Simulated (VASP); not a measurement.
Given:

```yaml
crystal:
  lattice:
    - [4.25184, 0.00000, 0.00000]
    - [-2.12592, 3.68220, 0.00000]
    - [0.00000, 0.00000, 5.92603]
  atoms:
    - { symbol: As, position: [0.00000, 0.00000, 0.00000] }
    - { symbol: As, position: [0.00000, 0.00000, 0.50000] }
    - { symbol: Sb, position: [0.33333, 0.66667, 0.25000] }
    - { symbol: Sb, position: [0.66667, 0.33333, 0.75000] }
```

Computed with PBE GGA, VASP's PBE PAW potentials (set 64) (plane waves; VASP). Numerical set-up: 400 eV cut-off, 6×6×4 Γ-centred mesh, Gaussian smearing of 0.050 eV, potentials As Sb.

Give the stress tensor in GPa (positive for a compressed cell).

```
 6.64   0.00   0.00
 0.00   6.64   0.00
 0.00   0.00  15.13
```
The pressure is its mean diagonal, 9.47 GPa.

The structure was generated: SbAs was put into the NiAs type (P6_3/mmc), which need not be its known phase. The cell was not relaxed at this level.
